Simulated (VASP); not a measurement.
# Ga2B (Cm) in VASP: notebook

One crystal, Ga2B, is run at these levels: PBEsol; tasks: single point.

Everything below comes from runs of VASP 6.6.1. Logs are shortened: lines on timing, memory, paths and dates and some standing lists are left out, and cuts for length are marked.

### 1 Starting point

The structure is monoclinic, space group Cm (No. 8). Conventional cell: a = 6.245 Å, b = 3.779 Å, c = 7.609 Å, α = 90.00°, β = 105.94°, γ = 90.00°. B (site symmetry m) is surrounded by 5 Ga at 2.00 to 2.15 Å. B (site symmetry m) has 7 Ga at 2.18 to 2.44 Å as nearest neighbours. Ga (site symmetry m) is surrounded by 2 B at 2.05 to 2.31 Å. Around Ga (site symmetry m) lie 2 B at 2.00 to 2.18 Å. Ga (site symmetry m) has 3 B at 2.11 to 2.15 Å as nearest neighbours. Ga (site symmetry m) has 3 B at 2.21 to 2.24 Å as nearest neighbours.

The cell was built by a generator and needn't be a form met in nature.

### 2 Single point, PBEsol

Contents of INCAR:

```
SYSTEM = Ga2B
ALGO = Fast
EDIFF = 1E-6
ENCUT = 520
GGA = PS
ISIF = 2
ISMEAR = -1
LASPH = .TRUE.
LCHARG = .FALSE.
LREAL = .FALSE.
LWAVE = .FALSE.
NBANDS = 38
NELM = 100
PREC = Accurate
SIGMA = 0.0302
```

Contents of KPOINTS:

```
Automatic mesh
0
Gamma
  5 5 3
  0.5 0 0.5
```

Contents of POSCAR:

```
Ga2B
1.0
    3.6140623792     -0.0884450278      0.5008031068
   -1.8946628773      3.2695548493     -0.0066878225
    0.7699662276      0.4615027396      7.5557948651
B Ga
2 4
Direct
    0.6770354646     -0.2282342748      0.1784516316
    1.0720949191      0.9693192430      0.6063907593
    0.5197752592      0.6931897612      0.4580270452
    0.8649818289      0.8658029568      0.9044284356
    0.0117713061      0.4391476903      0.1651323584
    0.6900412220      0.2783116235      0.6943187699
```

Potentials or basis: VASP PAW PBE potentials, release 64 (B, Ga_d).

On the command line:

```bash
> cat potpaw_PBE.64/B/POTCAR potpaw_PBE.64/Ga_d/POTCAR > POTCAR
> mpirun -np 1 vasp_std > vasp.out
```

OUTCAR:

```text
SYSTEM = Ga2B
   EDIFF = 1E-6
   ENCUT = 520
   GGA = PS
   ISIF = 2
   ISMEAR = -1
   LASPH = .TRUE.
   LREAL = .FALSE.
   NELM = 100
   PREC = Accurate

 ion  position               nearest neighbor table
   1  0.677  0.772  0.178-   4 2.00   3 2.05   5 2.11   5 2.15   5 2.15
   2  0.072  0.969  0.606-   4 2.18   6 2.21   6 2.24   6 2.24   3 2.31   3 2.44   3 2.44
   3  0.520  0.693  0.458-   1 2.05   2 2.31   2 2.44   2 2.44   6 2.72   6 2.76   6 2.76
   4  0.865  0.866  0.904-   1 2.00   2 2.18   6 2.63   6 2.63   6 2.63   5 2.85   5 2.87   5 2.87

   5  0.012  0.439  0.165-   1 2.11   1 2.15   1 2.15   4 2.85   4 2.87   4 2.87
   6  0.690  0.278  0.694-   2 2.21   2 2.24   2 2.24   4 2.63   4 2.63   4 2.63   3 2.72   3 2.76
                             3 2.76

  LATTYP: Found a base centered monoclinic cell.
 ALAT       =     6.2450183161
 B/A-ratio  =     0.6050998676
 C/A-ratio  =     2.0361527290
 COS(beta)  =    -0.8178927400

  Lattice vectors:

 A1 = (   3.6140623792,  -0.0884450278,   0.5008031068)
 A2 = (   1.7193995019,   3.1811098215,   0.4941152843)
 A3 = (  -9.8969575346,  -5.7238268478,   5.5659580829)

Analysis of symmetry for initial positions (statically):
=====================================================================
 Subroutine PRICEL returns:
 Original cell was already a primitive cell.

 Routine SETGRP: Setting up the symmetry group for a
 base centered monoclinic supercell.

 Subroutine GETGRP returns: Found  1 space group operations
 (whereof  1 operations were pure point group operations)
 out of a pool of  4 trial point group operations.

The static configuration has the point symmetry C_1 .

Analysis of symmetry for dynamics (positions and initial velocities):
=====================================================================
 Subroutine PRICEL returns:
 Original cell was already a primitive cell.

 Routine SETGRP: Setting up the symmetry group for a
 base centered monoclinic supercell.

 Subroutine GETGRP returns: Found  1 space group operations
 (whereof  1 operations were pure point group operations)
 out of a pool of  4 trial point group operations.

The dynamic configuration has the point symmetry C_1 .

 Subroutine INISYM returns: Found  1 space group operations
 (whereof  1 operations are pure point group operations),
 and found     1 'primitive' translations

----------------------------------------------------------------------------------------
[... 99 lines left out ...]
   ENCUT  =  520.0 eV  38.22 Ry    6.18 a.u.   6.79  7.03 14.15*2*pi/ulx,y,z
   NELM   =    100;   NELMIN=  2; NELMDL= -5     # of ELM steps
   EDIFF  = 0.1E-05   stopping-criterion for ELM
   LREAL  =      F    real-space projection
   EDIFFG = 0.1E-04   stopping-criterion for IOM
   NSW    =      0    number of steps for IOM
   IBRION =     -1    ionic relax: 0-MD 1-quasi-New 2-CG
   NFREE  =      0    steps in history (QN), initial steepest desc. (CG)
   ISIF   =      2    stress and relaxation
   ISYM   =      2    0-nonsym 1-usesym 2-fastsym
   POTIM  = 0.5000    time-step for ionic-motion
   TEBEG  =    0.0;   TEEND  =   0.0 temperature during run
   PSTRESS=    0.0 pullay stress
   NELECT =      58.0000    total number of electrons
   NUPDOWN=      -1.0000    fix difference up-down
   EMIN   =  10.00;   EMAX   =-10.00  energy-range for DOS
   EFERMI =   0.00;   METHOD = LEGACY
   ISMEAR =    -1;   SIGMA  =   0.03  broadening in eV -4-tet -1-fermi 0-gaus
   EFERMI_NEDOS =   21; number of points for ismear=-14 and -15
   IALGO  =     68    algorithm
   IMIX   =      4    mixing-type and parameters
     AMIX     =   0.40;   BMIX     =  1.00
     AMIX_MAG =   1.60;   BMIX_MAG =  1.00
  volume/ion in A,a.u.               =      14.39        97.10
  Fermi-wavevector in a.u.,A,eV,Ry     =   1.433833  2.709552 27.971925  2.055878
  Thomas-Fermi vector in A             =   2.553308
   LORBIT       =      0    0 simple, 1 ext, 2 COOP (PROOUT), +10 PAW based schemes
   GGA     = PS    functional components
   LHFCALC =     F    Hartree Fock is set to
   AEXX    =    0.0000 exact exchange contribution
   IVDW    =     0    specifies the selected vdW correction
   LEPSILON=     F    determine dielectric tensor
   LRPA    =     F    only Hartree local field effects (RPA)
 non-spin polarized calculation
 RMM-DIIS sequential band-by-band and
  energy-cutoff  :      520.00
  volume of cell :       86.33
 maximum number of plane-waves:      2339
   NGX = 13   NGY = 13   NGZ = 29

 number of electron      57.9999997 magnetization

 Free energy of the ion-electron system (eV)
  ---------------------------------------------------
  ext. energy  EPLUGINS =         0.00000000
  ---------------------------------------------------
  free energy    TOTEN  =       -25.55470211 eV

  energy without entropy =      -25.55106961  energy(sigma->0) =      -25.55288586

 E-fermi :   5.9794     XC(G=0): -11.3597

 val. band max:        5.8951010395   @ k =   0.1000   0.2000   0.5000
 cond. band min:       5.9945043959   @ k =   0.3000  -0.0000   0.1667
 fundamental gap:      0.0994033564
 Fermi energy:         5.9793545948

 k-point     1 :       0.1000   -0.0000    0.1667
  band No.  band energies     occupation
      1      -9.6543      2.00000
      2      -9.6169      2.00000
      3      -9.6112      2.00000
      4      -9.5196      2.00000
      5      -9.5103      2.00000
      6      -9.3578      2.00000
[... 973 lines left out ...]
     37      12.7895      0.00000
     38      14.0501      0.00000

 [... further k-points ...]
[... 5 lines left out ...]
  --------------------------------------------------------------------------------------
  -------------------------------------------------------------------------------------
  Total        0.0256323      0.0351181      0.0045648     -0.0052844      0.0013106      0.0020815
  in kB        0.4757099      0.6517563      0.0847178     -0.0980725      0.0243231      0.0386301
  external PRESSURE =       0.4040613 kB  Pullay stress =       0.0000000 kB

 VOLUME and BASIS-vectors are now :
 -----------------------------------------------------------------------------
  energy-cutoff  :      520.00
  volume of cell :       86.33
      direct lattice vectors                 reciprocal lattice vectors
     3.614062379 -0.088445028  0.500803107     0.286198084  0.165767558 -0.039289717
    -1.894662877  3.269554849 -0.006687823     0.010418229  0.311848124 -0.020109128
     0.769966228  0.461502740  7.555794865    -0.018960178 -0.010711159  0.134935099

 POSITION                                       TOTAL-FORCE (eV/Angst)
 -----------------------------------------------------------------------------------
      1.12201      2.54581      1.68224        -0.001607     -0.000775     -0.000674
     -1.10908      3.44272      4.61139        -0.000823     -0.000259      0.003612
      0.91780      2.43183      3.71643         0.003220      0.001661     -0.017071
      2.18207      3.17168      7.26107        -0.002496     -0.001664      0.012216
     -0.66235      1.51099      1.25066         0.001692      0.001330      0.002494
      2.50115      1.16935      5.58984         0.000014     -0.000294     -0.000577
 -----------------------------------------------------------------------------------
    total drift:                               -0.000118     -0.000019     -0.001443

  FREE ENERGIE OF THE ION-ELECTRON SYSTEM (eV)
  ---------------------------------------------------
  free  energy   TOTEN  =       -25.5547021119 eV

  energy  without entropy=      -25.5510696133  energy(sigma->0) =      -25.55288586
```

stdout:

```text
POSCAR found type information on POSCAR B Ga
 POSCAR found :  2 types and       6 ions
 scaLAPACK will be used
 -----------------------------------------------------------------------------
|                                                                             |
|                                                                             |
|     You enforced a specific xc type in the INCAR file but a different       |
|     I HOPE YOU KNOW WHAT YOU ARE DOING!                                     |
|                                                                             |
 -----------------------------------------------------------------------------

 LDA part: xc-table for (Slater+PW92), standard interpolation
 POSCAR, INCAR and KPOINTS ok, starting setup
 FFT: planning ... GRIDC
 FFT: planning ... GRID_SOFT
 FFT: planning ... GRID
 WAVECAR not read
 entering main loop
```

Wall time 58 s (1 thread of Intel Xeon 6975P-C (Granite Rapids), shared host); peak memory 0.25 GiB.

Results:

| Quantity | Value |
| --- | --- |
| Free energy | -25.5547 eV |
| Pressure | 0.0 GPa |
| Largest force | 0.017 eV/Å |
| Band gap on the k mesh | none (metal or under the smearing width) |

Forces in eV/Å, atoms in the order of the input:
```
B   -0.002 -0.001 -0.001
B   -0.001  0.000  0.004
Ga   0.003  0.002 -0.017
Ga  -0.002 -0.002  0.012
Ga   0.002  0.001  0.002
Ga   0.000  0.000 -0.001
```

Caveat: the k mesh is coarse (spacing up to 0.42 Å⁻¹), so the values aren't converged; the PAW data sets were made with another functional, which shifts forces and pressure a little.

[end of part 1 of 2]
